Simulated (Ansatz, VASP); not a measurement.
# Cross-check of Ge10HBr (Br-terminated Ge(111)) between VASP and Ansatz

Wanted: the spread between two codes on one cell, functional and k mesh. The structure shown is the end of the VASP relaxation below.

Program: Ansatz 0.2.0. Level of theory: plane waves, with VASP 6.6.1 beside it; single point at PBE. Results are calculated unless marked as measured.

## Step 1: The structure

The cell holds 12 atoms: 10 Ge, 1 H and 1 Br. Cell: a = 4.093 Å, b = 4.093 Å, c = 34.085 Å, α = 90.0°, β = 90.0°, γ = 60.0°. It derives from Ge. As first built, before any earlier steps moved the atoms (in the runner's words): 10 layers of Ge at this functional's lattice, Br on top and H below. Vacuum lies along c.

Structure file:

```cif
data_structure
_symmetry_space_group_name_H-M 'P 1'
_symmetry_Int_Tables_number 1
_cell_length_a 4.0934
_cell_length_b 4.0934
_cell_length_c 34.0846
_cell_angle_alpha 90.000
_cell_angle_beta 90.000
_cell_angle_gamma 60.000
_cell_volume 494.61
loop_
_atom_site_label
_atom_site_type_symbol
_atom_site_fract_x
_atom_site_fract_y
_atom_site_fract_z
_atom_site_occupancy
Ge1 Ge 0.33333 0.33333 0.28165 1
Ge2 Ge 0.66667 0.66667 0.30480 1
Ge3 Ge 0.66667 0.66667 0.37803 1
Ge4 Ge 0.00000 0.00000 0.40266 1
Ge5 Ge 0.00000 0.00000 0.47629 1
Ge6 Ge 0.33333 0.33333 0.50101 1
Ge7 Ge 0.33333 0.33333 0.57462 1
Ge8 Ge 0.66667 0.66667 0.59940 1
Ge9 Ge 0.66667 0.66667 0.67296 1
Ge10 Ge 0.00000 0.00000 0.69644 1
H11 H 0.33333 0.33333 0.23546 1
Br12 Br 0.00000 0.00000 0.76519 1
```

## Step 2: VASP: relaxation, PBE

This run makes the geometry at which the two programs are then compared.

Lines of VASP's logs that name or quote its potential files are left out, and so is its time.

The input, INCAR:

```
SYSTEM = Ge10HBr
PREC = Normal
ENCUT = 320
EDIFF = 1E-05
NELM = 120
ISMEAR = 0
SIGMA = 0.03
LREAL = .FALSE.
ALGO = Fast
GGA = PE
NBANDS = 36
LORBIT = 11
LWAVE = .FALSE.
LCHARG = .FALSE.
KPAR = 4
IBRION = 2
NSW = 60
ISIF = 2
EDIFFG = -0.03
POTIM = 0.4
MAXMIX = 40
IDIPOL = 3
LDIPOL = .TRUE.
DIPOL = 0.5 0.5 0.491
```

The input, POSCAR:

```
Ge10HBr
1.0
    4.0934265369      0.0000000000      0.0000000000
    2.0467132684      3.5450113694      0.0000000000
    0.0000000000      0.0000000000     34.0846422794
Ge H Br
10 1 1
Direct
    0.3333333300      0.3333333300      0.2804782300
    0.6666666700      0.6666666700      0.3049927000
    0.6666666700      0.6666666700      0.3785361400
    0.0000000000      0.0000000000      0.4030506100
    0.0000000000      0.0000000000      0.4765940500
    0.3333333300      0.3333333300      0.5011085200
    0.3333333300      0.3333333300      0.5746519500
    0.6666666700      0.6666666700      0.5991664300
    0.6666666700      0.6666666700      0.6727098600
    0.0000000000      0.0000000000      0.6972243400
    0.3333333300      0.3333333300      0.2347098100
    0.0000000000      0.0000000000      0.7652901900
```

The input, KPOINTS:

```
Automatic mesh
0
Gamma
9 9 1
0 0 0
```

Potentials, in the order of the species: Ge, H and Br (PBE family, release 64).

The run is started by

```sh
$ mpirun -np 4 vasp_std
```

Numbers of over 12 decimals in the logs are rounded to 6 here.

Log:

```text
[banner, memory and clock lines left out]
running    4 mpi-ranks, on    1 nodes
 distrk:  each k-point on    1 cores,    4 groups
 distr:  one band on    1 cores,    1 groups

 POSCAR found type information on POSCAR GeH Br
 POSCAR found :  3 types and      12 ions
 LDA part: xc-table for (Slater+PW92), standard interpolation
 POSCAR, INCAR and KPOINTS ok, starting setup
 FFT: planning ... GRIDC
 FFT: planning ... GRID_SOFT
 FFT: planning ... GRID
 WAVECAR not read
 entering main loop
       N       E                     dE             d eps       ncg     rms          rms(c)
DAV:   1     0.210160355885E+03    0.21016E+03   -0.12397E+04   864   0.687E+02
DAV:   2    -0.260885227400E+02   -0.23625E+03   -0.22539E+03  1200   0.149E+02
DAV:   3    -0.502865281382E+02   -0.24198E+02   -0.23802E+02  1060   0.512E+01
DAV:   4    -0.510064007757E+02   -0.71987E+00   -0.71575E+00  1136   0.984E+00
DAV:   5    -0.510270530385E+02   -0.20652E-01   -0.20638E-01  1124   0.157E+00    0.802E+00
RMM:   6    -0.505494792443E+02    0.47757E+00   -0.28230E-01   864   0.173E+00    0.484E+00
RMM:   7    -0.503530525950E+02    0.19643E+00   -0.60607E-01   865   0.272E+00    0.541E-01
RMM:   8    -0.503514602258E+02    0.15924E-02   -0.42900E-02   880   0.903E-01    0.263E-01
RMM:   9    -0.503525842032E+02   -0.11240E-02   -0.16537E-02   892   0.455E-01    0.103E-01
RMM:  10    -0.503526489484E+02   -0.64745E-04   -0.25934E-03   949   0.174E-01    0.682E-02
RMM:  11    -0.503526154756E+02    0.33473E-04   -0.75546E-04   878   0.911E-02    0.385E-02
RMM:  12    -0.503526091670E+02    0.63085E-05   -0.43485E-04   878   0.699E-02    0.195E-02
RMM:  13    -0.503527940901E+02   -0.18492E-03   -0.12188E-04   817   0.327E-02    0.112E-02
RMM:  14    -0.503530379511E+02   -0.24386E-03   -0.78088E-05   746   0.266E-02    0.843E-03
RMM:  15    -0.503532424465E+02   -0.20450E-03   -0.52508E-05   698   0.183E-02    0.293E-03
RMM:  16    -0.503532934898E+02   -0.51043E-04   -0.14427E-05   614   0.940E-03    0.231E-03
RMM:  17    -0.503533311278E+02   -0.37638E-04   -0.52488E-06   549   0.610E-03    0.138E-03
RMM:  18    -0.503533408936E+02   -0.97658E-05   -0.80958E-07   370   0.324E-03
   1 F= -.50353341E+02 E0= -.50353131E+02  d E =-.503533E+02
[... from here on, the cycles between the ionic steps are left out ...]
   2 F= -.50364251E+02 E0= -.50364040E+02  d E =-.109104E-01
   3 F= -.50364305E+02 E0= -.50364094E+02  d E =-.109643E-01
   4 F= -.50365676E+02 E0= -.50365465E+02  d E =-.137065E-02
   5 F= -.50366778E+02 E0= -.50366566E+02  d E =-.247274E-02
   6 F= -.50367712E+02 E0= -.50367500E+02  d E =-.934097E-03
   7 F= -.50367838E+02 E0= -.50367626E+02  d E =-.106024E-02
   8 F= -.50368141E+02 E0= -.50367928E+02  d E =-.303019E-03
   9 F= -.50368434E+02 E0= -.50368218E+02  d E =-.596138E-03
 curvature:  -2.70 expect dE=-0.362E-03 dE for cont linesearch -0.485E-06
 trial: gam= 0.43607 g(F)=  0.134E-03 g(S)=  0.000E+00 ort = 0.910E-05 (trialstep = 0.172E+01)
 search vector abs. value=  0.230E-03
 bond charge predicted
       N       E                     dE             d eps       ncg     rms          rms(c)
DAV:   1    -0.503685821047E+02   -0.15023E-03   -0.58797E-03   996   0.306E-01    0.251E-02
RMM:   2    -0.503685992616E+02   -0.17157E-04   -0.37817E-04   865   0.747E-02    0.477E-02
RMM:   3    -0.503686131606E+02   -0.13899E-04   -0.62145E-05   718   0.293E-02    0.184E-02
RMM:   4    -0.503686150270E+02   -0.18664E-05   -0.10656E-05   554   0.121E-02
  10 F= -.50368615E+02 E0= -.50368400E+02  d E =-.180727E-03
 trial-energy change:   -0.000181  1 .order   -0.000174   -0.000238   -0.000110
 step:   3.1907(harm=  3.1907)  dis= 0.00539  next Energy=   -50.368655 (dE=-0.221E-03)
 reached required accuracy - stopping structural energy minimisation
```

From OUTCAR (step 2):

```text
ion  position               nearest neighbor table
   1  0.333  0.333  0.280-  11 1.56   2 2.51   2 2.51   2 2.51
   2  0.667  0.667  0.305-   1 2.51   1 2.51   1 2.51   3 2.51
   3  0.667  0.667  0.379-   4 2.51   4 2.51   4 2.51   2 2.51
   4  0.000  0.000  0.403-   3 2.51   3 2.51   3 2.51   5 2.51
   5  0.000  0.000  0.477-   6 2.51   6 2.51   6 2.51   4 2.51
   6  0.333  0.333  0.501-   5 2.51   7 2.51   5 2.51   5 2.51
   7  0.333  0.333  0.575-   6 2.51   8 2.51   8 2.51   8 2.51
   8  0.667  0.667  0.599-   9 2.51   7 2.51   7 2.51   7 2.51
   9  0.667  0.667  0.673-   8 2.51  10 2.51  10 2.51  10 2.51
  10  0.000  0.000  0.697-  12 2.32   9 2.51   9 2.51   9 2.51
  11  0.333  0.333  0.235-   1 1.56
  12  0.000  0.000  0.765-  10 2.32

  LATTYP: Found a hexagonal cell.
 ALAT       =     4.0934265368
 C/A-ratio  =     8.3266774114

 Subroutine GETGRP returns: Found  6 space group operations
 (whereof  6 operations were pure point group operations)

The static configuration has the point symmetry C_3v.

 Found     12 irreducible k-points:

   k-points           NKPTS =     12   k-points in BZ     NKDIM =     12   number of bands    NBANDS=     36

   dimension x,y,z NGX =    18 NGY =   18 NGZ =  150
   dimension x,y,z NGXF=    36 NGYF=   36 NGZF=  300

   ENCUT  =  320.0 eV  23.52 Ry    4.85 a.u.   5.97  5.97 49.72*2*pi/ulx,y,z

   NELECT =      48.0000    total number of electrons

 k-points in reciprocal lattice and weights: Automatic mesh
   0.00000000  0.00000000  0.00000000       0.012
   0.11111111  0.00000000  0.00000000       0.074
   0.22222222  0.00000000  0.00000000       0.074
   0.33333333  0.00000000  0.00000000       0.074
   0.44444444  0.00000000  0.00000000       0.074
   0.22222222  0.11111111  0.00000000       0.074
   0.33333333  0.11111111  0.00000000       0.148
   0.44444444  0.11111111  0.00000000       0.148
  -0.44444444  0.11111111  0.00000000       0.074
   0.44444444  0.22222222  0.00000000       0.074
  -0.44444444  0.22222222  0.00000000       0.148
  -0.33333333  0.33333333  0.00000000       0.025

 dipolmoment           0.000000      0.000000      0.093561 electrons x Angstroem

 average (electrostatic) potential at core
       1 -37.1547       2 -37.2055       3 -37.2288       4 -37.2375       5 -37.2366
       6 -37.2380       7 -37.2507       8 -37.2396       9 -37.1448      10 -37.4868
      11 -37.4653      12 -65.9728

 E-fermi :  -0.5534

 k-point     1 :       0.0000    0.0000    0.0000
  band No.  band energies     occupation
    ...
     21      -0.8167      2.00000
     22      -0.8167      2.00000
     23      -0.6040      1.98290
     24      -0.5536      1.00858
     25      -0.5536      1.00851
     26      -0.4541      0.00000
     27      -0.3152      0.00000
     28      -0.0496      0.00000
     29       0.1151      0.00000
     30       1.7586      0.00000
    ...

 k-point     2 :       0.1111    0.0000    0.0000
  band No.  band energies     occupation
    ...
     20      -1.7612      2.00000
     21      -1.3987      2.00000
     22      -1.2231      2.00000
     23      -1.0109      2.00000
     24      -0.7424      2.00000
     25       0.4636      0.00000
     26       0.5992      0.00000
     27       0.7306      0.00000
     28       0.8919      0.00000
     29       1.1340      0.00000
    ...

 k-point     3 :       0.2222    0.0000    0.0000
  band No.  band energies     occupation
    ...
     20      -2.2294      2.00000
     21      -1.8342      2.00000
     22      -1.5846      2.00000
     23      -1.4231      2.00000
     24      -1.1430      2.00000
     25       0.3689      0.00000
     26       0.8626      0.00000
     27       1.0081      0.00000
     28       1.0982      0.00000
     29       1.2225      0.00000
    ...

  Total        0.1899446      0.1899446     -0.7885281     -0.0000000      0.0000000      0.0000000
  in kB        0.6152821      0.6152821     -2.5542557     -0.0000000      0.0000000      0.0000000
  external PRESSURE =      -0.4412305 kB  Pullay stress =       0.0000000 kB

  energy-cutoff  :      320.00
  volume of cell :      494.61
      direct lattice vectors                 reciprocal lattice vectors
     4.093426537  0.000000000  0.000000000     0.244294112 -0.141043271  0.000000000
     2.046713268  3.545011369  0.000000000     0.000000000  0.282086542  0.000000000
     0.000000000  0.000000000 34.084642279     0.000000000  0.000000000  0.029338727

 POSITION                                       TOTAL-FORCE (eV/Angst)
 -----------------------------------------------------------------------------------
      2.04671      1.18167      9.59995         0.000000      0.000000      0.001860
      4.09343      2.36334     10.38901        -0.000000     -0.000000      0.010730
      4.09343      2.36334     12.88517        -0.000000      0.000000      0.015022
      4.09343      0.00000     13.72456         0.000000      0.000000      0.014631
      0.00000      0.00000     16.23409        -0.000000     -0.000000      0.005835
      2.04671      1.18167     17.07675        -0.000000     -0.000000     -0.013831
      2.04671      1.18167     19.58585        -0.000000     -0.000000     -0.020634
      4.09343      2.36334     20.43043        -0.000000     -0.000000     -0.015300
      4.09343      2.36334     22.93763        -0.000000     -0.000000     -0.003431
      0.00000      0.00000     23.73776        -0.000000     -0.000000     -0.000847
      2.04671      1.18167      8.02544        -0.000000     -0.000000      0.018190
      0.00000      0.00000     26.08121        -0.000000     -0.000000     -0.012223
 -----------------------------------------------------------------------------------
    total drift:                                0.000069      0.000040     -0.001999

  FREE ENERGIE OF THE ION-ELECTRON SYSTEM (eV)
  ---------------------------------------------------
  free  energy   TOTEN  =       -50.3686150270 eV

  energy  without entropy=      -50.3681849577  energy(sigma->0) =      -50.36839999

 reached required accuracy - stopping structural energy minimisation

 vacuum level on the upper side and lower side of the slab         4.894         3.750

 total charge
# of ion       s       p       d       tot
------------------------------------------
    1        1.113   1.270   0.066   2.449
    2        1.127   1.221   0.053   2.400
    3        1.133   1.201   0.053   2.386
    4        1.136   1.193   0.052   2.381
    5        1.137   1.191   0.052   2.380
    6        1.138   1.190   0.052   2.380
    7        1.138   1.188   0.052   2.379
    8        1.137   1.193   0.052   2.381
    9        1.144   1.207   0.051   2.402
   10        1.131   1.147   0.081   2.360
   11        0.529   0.010   0.000   0.539
   12        1.620   3.200   0.019   4.839
--------------------------------------------------
tot         13.482  15.211   0.583  29.276

[... 3 further parts left out ...]
```

CONTCAR:

```
Ge10HBr
   1.00000000000000
     4.0934265369000000    0.0000000000000000    0.0000000000000000
     2.0467132684000000    3.5450113694000001    0.0000000000000000
     0.0000000000000000    0.0000000000000000   34.0846422794000006
  Ge              H               Br
    10     1     1
Direct
     0.3333333300000021    0.3333333300000021    0.2816502494590466
     0.6666666699999979    0.6666666699999979    0.3048004490384674
     0.6666666699999979    0.6666666699999979    0.3780346128335219
     1.0000000000000000    0.0000000000000000    0.4026610851464802
     0.0000000000000000    0.0000000000000000    0.4762875791984782
     0.3333333300000021    0.3333333300000021    0.5010100856760938
     0.3333333300000021    0.3333333300000021    0.5746240033812932
     0.6666666699999979    0.6666666699999979    0.5994026736725987
     0.6666666699999979    0.6666666699999979    0.6729608015061631
     0.0000000000000000    0.0000000000000000    0.6964356135034592
     0.3333333300000021    0.3333333300000021    0.2354563278575389
     0.0000000000000000    0.0000000000000000    0.7651893487268626
```

The data set Ge keeps the semicore shell frozen, which is cheaper and a little less accurate. The run keeps the 6 symmetry operations of its start, so it cannot find a distortion of lower symmetry.

[end of part 1 of 2]

[Lines on the potential files, build, host, timing and source positions are cut from VASP's logs without a mark.]

[Logs are printed without paths, hosts, clocks, repeated set-up lines and the standing remarks that a program may print on its own settings, such as how far it seeks lower states.]

[Hosts, paths, dates, database ids (printed as entryN), source tags and the programs' standing remarks are cut or masked in the printed files.]
